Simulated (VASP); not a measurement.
Wanted: the native input for a VASP 6.6.1 run.

* Task: relaxation of cell and atoms
* Functional: PBE
* Dispersion: D3
* Potentials or basis: VASP PAW PBE potentials, release 64 (K_pv, Sn, Se)
* Cutoff: 580 eV
* k mesh: 6 × 6 × 6
* Occupations: gaussian, width 0.01 eV
* Spin: no spin polarisation
* Further INCAR settings: ALGO = Fast; EDIFF = 1e-06; IBRION = 2; EDIFFG = -0.02; NSW = 60; ISIF = 3

The structure of K2SnSe2 lies in POSCAR:

```
K2SnSe2
1.0
    0.0000000000      3.2185627200      6.9874787700
    3.1859403800      0.0000000000      6.9874787700
    3.1859403800      3.2185627200      0.0000000000
K Sn Se
2 1 2
Direct
    0.7500000000      0.7500000000      0.7500000000
    0.2500000000      0.2500000000      0.2500000000
    0.0000000000      0.0000000000      0.0000000000
    0.3632000100      0.3632000100      0.6367999900
    0.6367999900      0.6367999900      0.3632000100
```

The cell was built by a generator and needn't be a form met in nature.

These files were run (other wordings do the same):

INCAR

```
PREC = Accurate ; ENCUT = 580
EDIFF = 1E-6 ; ISMEAR = 0
SIGMA = 0.01 ; LREAL = False
LASPH = True ; NELM = 60
ALGO = Fast ; ISIF = 3
LWAVE = False ; LCHARG = False
GGA = PE ; IVDW = 11
IBRION = 2 ; NSW = 60
EDIFFG = -0.02
```

KPOINTS

```
regular mesh
0
Gamma
  6 6 6
```

Potentials or basis: VASP PAW PBE potentials, release 64 (K_pv, Sn, Se).

Run with:

```console
$ cat potpaw_PBE.64/K_pv/POTCAR potpaw_PBE.64/Sn/POTCAR potpaw_PBE.64/Se/POTCAR > POTCAR
$ mpirun -np 1 vasp_std > vasp.out
```

Results of the run:

- Relaxed volume: 31.23 Å³/atom
- Relaxed cell: a = 8.543 Å, b = 8.517 Å, c = 4.438 Å, α = 75.25°, β = 74.60°, γ = 30.16°
- Space group after relaxing (to 0.05 Å): Fmmm (No. 69)
- Energy gained by relaxing: 436.9 meV/atom
- Ionic steps: 11
- Pressure after relaxing: 0.0 GPa
- Largest force after relaxing: 0.007 eV/Å
- Band gap on the k mesh: 0.30 eV, indirect (least direct gap 0.42 eV)
- Dispersion energy per atom: -0.223 eV

Caveat: spin-orbit coupling is left out, which moves the levels of the heavy elements.

It took 10 min on 1 thread of Intel(R) Xeon(R) 6975P-C (Granite Rapids), with other jobs on the host, peak memory 0.47 GiB.
